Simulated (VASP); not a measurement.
Here is the system:

```yaml
crystal:
  lattice:
    - [-1.65241, 1.65241, 1.65241]
    - [1.65241, -1.65241, 1.65241]
    - [1.65241, 1.65241, -1.65241]
  atoms:
    - { symbol: Ta, position: [0.00000, 0.00000, 0.00000] }
```

Computed with PBE GGA with D4 dispersion, VASP's PBE PAW potentials (set 64) (plane waves; VASP). Settings: 520 eV cut-off, 17×17×17 Γ-centred mesh, tetrahedra with Blöchl corrections, potentials Ta_pv.

Unless said otherwise, spin-orbit coupling is left out, though it shifts the bands of the heavy elements here.

Q: Tabulate the total density of states (states/eV per cell) against energy (eV; zero at the valence-band maximum or, without a gap, the Fermi level).

A: 
```
E (eV) | DOS (states/eV)
    -9.98 |  0.00
    -9.86 |  0.00
    -9.62 |  0.00
    -9.50 |  0.00
    -9.26 |  0.00
    -9.14 |  0.00
    -8.90 |  0.00
    -8.78 |  0.00
    -8.66 |  0.00
    -8.42 |  0.00
    -8.30 |  0.00
    -8.06 |  0.00
    -7.94 |  0.00
    -7.82 |  0.01
    -7.58 |  0.03
    -7.46 |  0.04
    -7.22 | # 0.05
    -7.10 | # 0.06
    -6.86 | # 0.07
    -6.74 | # 0.07
    -6.62 | # 0.08
    -6.38 | # 0.09
    -6.26 | # 0.10
    -6.02 | # 0.11
    -5.90 | # 0.12
    -5.78 | ## 0.13
    -5.54 | ## 0.15
    -5.42 | ## 0.15
    -5.18 | ## 0.18
    -5.06 | ## 0.19
    -4.82 | ### 0.23
    -4.70 | ### 0.25
    -4.58 | ### 0.29
    -4.34 | ###### 0.48
    -4.22 | ######## 0.64
    -3.98 | ######## 0.65
    -3.86 | ######## 0.63
    -3.74 | ######## 0.66
    -3.50 | ######### 0.77
    -3.38 | ########## 0.81
    -3.14 | ########### 0.92
    -3.02 | ############ 1.03
    -2.78 | ############## 1.19
    -2.66 | ########### 0.94
    -2.54 | ######### 0.74
    -2.30 | ###### 0.46
    -2.18 | ##### 0.39
    -1.94 | #### 0.34
    -1.82 | #### 0.35
    -1.70 | ##### 0.37
    -1.46 | ############################ 2.29
    -1.34 | ############################## 2.47
    -1.10 | ################## 1.45
    -0.98 | ################# 1.40
    -0.74 | ################ 1.29
    -0.62 | ################ 1.28
    -0.50 | ################## 1.44
    -0.26 | ######################### 2.02
    -0.14 | ####################### 1.88
     0.10 | ############### 1.23
     0.22 | ############# 1.06
     0.34 | ############ 0.96
     0.58 | ######### 0.73
     0.70 | ###### 0.50
     0.94 | #### 0.32
     1.06 | #### 0.29
     1.30 | ### 0.27
     1.42 | ### 0.26
     1.54 | ### 0.26
     1.78 | #### 0.36
     1.90 | ##### 0.44
     2.14 | ######## 0.66
     2.26 | ######## 0.70
     2.38 | ######### 0.72
     2.62 | ######### 0.78
     2.74 | ########## 0.81
     2.98 | ########### 0.87
     3.10 | ########### 0.92
     3.34 | ############# 1.08
     3.46 | ############## 1.12
```
Within 2 eV below the Fermi level the largest weight inside VASP's projection spheres is Ta d.

The compound is Ta in the bcc structure. It was relaxed first.
